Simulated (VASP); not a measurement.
```
Cu2O
1.0
    4.30122     0.00000     0.00000
    0.00000     4.30122     0.00000
    0.00000     0.00000     4.30122
Cu O
4 2
Cartesian
  3.22592   1.07531   3.22592
  1.07531   3.22592   3.22592
  3.22592   3.22592   1.07531
  1.07531   1.07531   1.07531
  0.00000   0.00000   0.00000
  2.15061   2.15061   2.15061
```

Level of theory: r2SCAN meta-GGA, VASP's PBE PAW potentials (set 64) (plane waves; VASP). Numerical set-up: 520 eV cut-off, 5×5×5 Γ-centred mesh, Gaussian smearing of 0.050 eV, potentials Cu O.

Estimate the energy per atom (σ→0), pressure, band gap (on the k-mesh) with the smallest direct gap where there is one.

```yaml
band gap (on the k-mesh): 0.70 eV
smallest direct gap (on the k-mesh): 0.70 eV
energy per atom (σ→0): -9.697 eV/atom
pressure: -3.48 GPa
```

The absolute energy has meaning only against runs of the same code, potentials and settings.

The compound is Cu2O in the cuprite structure. This cell is one point of a volume scan, at 1.03 of the reference volume.
